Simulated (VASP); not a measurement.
```
AgBr
1.0
    0.00000     2.95536     2.95536
    2.95536     0.00000     2.95536
    2.95536     2.95536     0.00000
Ag Br
1 1
Cartesian
  0.00000   0.00000   0.00000
  2.95536   2.95536   2.95536
```

Computed with vdW-DF2, VASP's PBE PAW potentials (set 64) (plane waves; VASP). Settings: 520 eV cut-off, 8×8×8 Γ-centred mesh, Gaussian smearing of 0.050 eV, potentials Ag Br.

Problem. Predict the energy per atom (σ→0), pressure, band gap (on the k-mesh) with the smallest direct gap where there is one.

Solution. 
| Property | Value |
|---|---|
| band gap (on the k-mesh) | 0.66 eV |
| smallest direct gap (on the k-mesh) | 2.21 eV |
| energy per atom (σ→0) | -0.102 eV/atom |
| pressure | 2.53 GPa |

The absolute energy has meaning only against runs of the same code, potentials and settings.

The compound is AgBr in the rock salt structure. This cell is one point of a volume scan, at 0.94 of the reference volume.
